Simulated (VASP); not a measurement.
# How biaxial strain in the (111) plane changes Pd

Wanted: the elastic response of Pd to biaxial strain in the (111) plane, with a fit that predicts a row left out.

Program: VASP 6.6.1. Level of theory: PBEsol; plane waves and PAW (Pd), in the first sound run; inputs show where later runs differ. Results are calculated unless marked as measured.

### Step 1. Set-up

It takes space group Fm-3m (No. 225, cubic). Conventional cell: a = 3.890 Å, b = 3.890 Å, c = 3.890 Å, α = 90.00°, β = 90.00°, γ = 90.00°. Nearest to Pd lie 12 Pd at 2.75 Å.

### Step 2. Relax the crystal, PBEsol

The series starts from the cell that this level prefers, so that zero strain is near zero stress.

This step took 2 runs in a row; the last is shown.

Level: PBEsol; plane waves and PAW (Pd).

The input, INCAR:

```
SYSTEM = Pd
PREC = Accurate
ENCUT = 450
EDIFF = 1E-07
NELM = 120
ISMEAR = 1
SIGMA = 0.15
LREAL = .FALSE.
ALGO = Normal
GGA = PS
NBANDS = 11
LASPH = .TRUE.
LORBIT = 11
LWAVE = .FALSE.
LCHARG = .FALSE.
KPAR = 8
IBRION = 2
NSW = 40
ISIF = 3
EDIFFG = -0.005
POTIM = 0.4
```

The input, POSCAR:

```
Pd
1.0
    0.0000000000      1.9363964734      1.9363964734
    1.9363964734      0.0000000000      1.9363964734
    1.9363964734      1.9363964734      0.0000000000
Pd
1
Direct
    0.0000000000      0.0000000000      0.0000000000
```

The input, KPOINTS:

```
Automatic mesh
0
Gamma
26 26 26
0 0 0
```

Potentials, in the order of the species: Pd (PBE family, release 64).

Run with:

```bash
> mpirun -np 8 vasp_std
```

The program printed:

```text
[banner, memory and clock lines left out]
running    8 mpi-ranks, on    1 nodes
[...]
|                                                                             |
|           W    W    AA    RRRRR   N    N  II  N    N   GGGG   !!!           |
|           W    W   A  A   R    R  NN   N  II  NN   N  G    G  !!!           |
|           W    W  A    A  R    R  N N  N  II  N N  N  G       !!!           |
|           W WW W  AAAAAA  RRRRR   N  N N  II  N  N N  G  GGG   !            |
|           WW  WW  A    A  R   R   N   NN  II  N   NN  G    G                |
|           W    W  A    A  R    R  N    N  II  N    N   GGGG   !!!           |
|                                                                             |
|     For optimal performance we recommend to set                             |
|       NCORE = 2 up to number-of-cores-per-socket                            |
|     NCORE specifies how many cores store one orbital (NPAR=cpu/NCORE).      |
|     This setting can greatly improve the performance of VASP for DFT.       |
[...]
|     You enforced a specific xc type in the INCAR file but a different       |
|     [... a line on the potential file left out ...]
|     I HOPE YOU KNOW WHAT YOU ARE DOING!                                     |
|                                                                             |

 LDA part: xc-table for (Slater+PW92), standard interpolation
 POSCAR, INCAR and KPOINTS ok, starting setup
[...]
entering main loop
       N       E                     dE             d eps       ncg     rms          rms(c)
DAV:   1     0.375215040720E+02    0.37522E+02   -0.47082E+03 11346   0.755E+02
DAV:   2    -0.583678753510E+01   -0.43358E+02   -0.41861E+02 12746   0.171E+02
DAV:   3    -0.634908016718E+01   -0.51229E+00   -0.51019E+00 13494   0.198E+01
DAV:   4    -0.635134682331E+01   -0.22667E-02   -0.22664E-02 13554   0.140E+00
[...]
DAV:  10    -0.596112922570E+01   -0.53833E-05   -0.41049E-06 14004   0.182E-02    0.118E-02
DAV:  11    -0.596112857221E+01    0.65349E-06   -0.92352E-08 14036   0.303E-03    0.923E-04
DAV:  12    -0.596112860970E+01   -0.37485E-07   -0.25895E-09  9392   0.317E-04
   1 F= -.59611286E+01 E0= -.59604864E+01  d E =-.596113E+01
[...]
reached required accuracy - stopping structural energy minimisation
```

Wall time 8.6 s (8 MPI ranks of Intel Xeon 6975P-C (Granite Rapids), shared host); peak memory 1.4 GiB; 60 s of CPU time.

The logs omit lines about the potential files and the build; timing stands in the text.

Parts of OUTCAR (step 2):

```text
  Total       -0.0004989     -0.0004989     -0.0004989      0.0000000      0.0000000     -0.0000000
  in kB       -0.0550434     -0.0550434     -0.0550434      0.0000000      0.0000000     -0.0000000
  external PRESSURE =      -0.0550434 kB  Pullay stress =       0.0000000 kB

 POSITION                                       TOTAL-FORCE (eV/Angst)
 -----------------------------------------------------------------------------------
      0.00000      0.00000      0.00000         0.000000      0.000000     -0.000000
 -----------------------------------------------------------------------------------
    total drift:                                0.000000     -0.000000      0.000000

  FREE ENERGIE OF THE ION-ELECTRON SYSTEM (eV)
  ---------------------------------------------------
  free  energy   TOTEN  =        -5.9611286097 eV

  energy  without entropy=       -5.9592018482  energy(sigma->0) =       -5.96048636

 reached required accuracy - stopping structural energy minimisation

[... 3 further parts left out ...]
[key lines of the parts left out:]
E-fermi :   9.8766
```

This run gave:

- energy(sigma→0) of the program: -5.9605 eV
- stress, compression positive: -0.01 along [111], -0.01 across it (mean), GPa
- volume: 14.522 Å³
- ionic steps: 1

### Step 3. Strain along the normal, PBEsol

One member in full: the plane is strained by 1.5 %, and the strain along the normal is moved by secant steps until the normal stress is under 0.012 GPa or five steps are spent; the atoms relax at each step.

This step took 3 runs, each at a new trial strain with the atoms of the one before; the last is shown.

Level: PBEsol; plane waves and PAW (Pd).

INCAR, as its differences from that of step 2:

```diff
@@ -15,7 +15,7 @@
 LCHARG = .FALSE.
-KPAR = 8
-IBRION = 2
-NSW = 40
-ISIF = 3
-EDIFFG = -0.005
-POTIM = 0.4
+KPAR = 2
+IBRION = 1
+NSW = 25
+ISIF = 2
+EDIFFG = -0.004
+POTIM = 0.3
```

The input, POSCAR:

```
Pd
1.0
   -0.0385674100      1.9268750100      1.9268750100
    1.9268750100     -0.0385674100      1.9268750100
    1.9268750100      1.9268750100     -0.0385674100
Pd
1
Direct
    0.0000000000      0.0000000000      0.0000000000
```

KPOINTS is that of step 2.

Run with:

```bash
> mpirun -np 2 vasp_std
```

The program printed:

```text
[banner, memory and clock lines left out]
running    2 mpi-ranks, on    1 nodes
[...]
[... a notice as in an earlier step ...]

 LDA part: xc-table for (Slater+PW92), standard interpolation
 POSCAR, INCAR and KPOINTS ok, starting setup
[...]
entering main loop
       N       E                     dE             d eps       ncg     rms          rms(c)
DAV:   1     0.374640380565E+02    0.37464E+02   -0.46992E+03 36728   0.752E+02
DAV:   2    -0.582957751463E+01   -0.43294E+02   -0.41830E+02 41058   0.170E+02
DAV:   3    -0.634048285039E+01   -0.51091E+00   -0.50880E+00 43610   0.197E+01
DAV:   4    -0.634281099424E+01   -0.23281E-02   -0.23278E-02 44032   0.141E+00
[...]
DAV:  10    -0.595542057758E+01   -0.31319E-05   -0.14617E-05 45309   0.354E-02    0.154E-02
DAV:  11    -0.595541949559E+01    0.10820E-05   -0.54617E-07 47097   0.686E-03    0.273E-03
DAV:  12    -0.595541958264E+01   -0.87049E-07   -0.23374E-08 31069   0.110E-03
   1 F= -.59554196E+01 E0= -.59548762E+01  d E =-.595542E+01
 BRION: g(F)=  0.136E-62 g(S)=  0.000E+00
 reached required accuracy - stopping structural energy minimisation
```

Elapsed: 56 s, on 2 MPI ranks; peak memory 0.61 GiB; 1.8 min of CPU time.

Parts of OUTCAR (step 3):

```text
  Total       -0.2529485     -0.2529485     -0.2529485      0.1261764      0.1261764      0.1261764
  in kB      -27.4983515    -27.4983515    -27.4983515     13.7168016     13.7168016     13.7168016
  external PRESSURE =     -27.4983515 kB  Pullay stress =       0.0000000 kB

 POSITION                                       TOTAL-FORCE (eV/Angst)
 -----------------------------------------------------------------------------------
      0.00000      0.00000      0.00000         0.000000     -0.000000      0.000000
 -----------------------------------------------------------------------------------
    total drift:                                0.000000      0.000000      0.000000

  FREE ENERGIE OF THE ION-ELECTRON SYSTEM (eV)
  ---------------------------------------------------
  free  energy   TOTEN  =        -5.9554195826 eV

  energy  without entropy=       -5.9537894767  energy(sigma->0) =       -5.95487621

[... 1 part as in an earlier step ...]

[... 3 further parts left out ...]
[key lines of the parts left out:]
E-fermi :   9.6242
```

This run gave:

* energy(sigma→0) of the program: -5.9549 eV
* stress, compression positive: -0.01 along [111], -4.12 across it (mean), GPa
* ionic steps: 1

### Step 4. The whole series

The other members went through these steps as far as the tables show, with the same cutoff and, step by step, the same mesh; 26 runs are not shown. The session took 0.99 core hours (wall time by ranks) on a shared machine.

```
in-plane strain (%)  strain along the normal (%)  in-plane stress, tension positive (GPa)  energy above the unstrained row, extrapolated to no smearing (meV/atom)
             -2.000                        2.060                                   -7.049                                                                   11.788
             -1.500                        1.550                                        ?                                                                        ?
             -1.000                        1.033                                   -3.227                                                                    2.755
             -0.500                        0.515                                   -1.548                                                                    0.670
                  0                        0.000                                    0.006                                                                    0.000
              0.500                       -0.509                                    1.452                                                                    0.646
              1.000                       -1.005                                    2.825                                                                    2.527
              1.500                       -1.488                                    4.122                                                                    5.610
              2.000                       -1.957                                    5.348                                                                    9.825
```

### Step 5. Stress from the known rows

A least-squares parabola through the 8 rows shown, with e the strain in %: stress = − 0.2152 e² + 3.078 e + 0.006797 (GPa), r.m.s. residual 0.040 GPa.

For the withheld row, e = -1.5, the fit gives -5.094 GPa.

### Step 6. Prediction against calculation

The calculation gives -5.052 GPa, so the prediction is 0.042 GPa too low, within twice the residual of the fit.

Slopes at zero strain, from cubics through all rows: strain ratio -1.024, stress over strain 300 GPa.

### Step 7. Outcome

| Item | Value |
| --- | --- |
| error of the predicted stress | -0.042 GPa |
| ratio of normal to in-plane strain | -1.024 |
| biaxial modulus | 300 GPa |

As a check, the curvature of the energy gives 290 GPa for the same modulus (energy per volume = M × strain²), 3 % from the slope of the stress; these energies are extrapolated to no smearing, while the stress belongs to the free energy, so part of the difference may come from that. These are static values: temperature and zero-point motion are left out. In a metal the slopes also depend on mesh and smearing, which were held through the series.

[Lines on the potential files, build, host, timing and source positions are cut from VASP's logs without a mark.]

[Logs are printed without paths, hosts, clocks, repeated set-up lines and the standing remarks that a program may print on its own settings, such as how far it seeks lower states.]

[Hosts, paths, dates, database ids (printed as entryN), source tags and the programs' standing remarks are cut or masked in the printed files.]

[In band tables of VASP the shares of atoms and orbitals are scaled to a sum of 1 inside the atoms' spheres.]
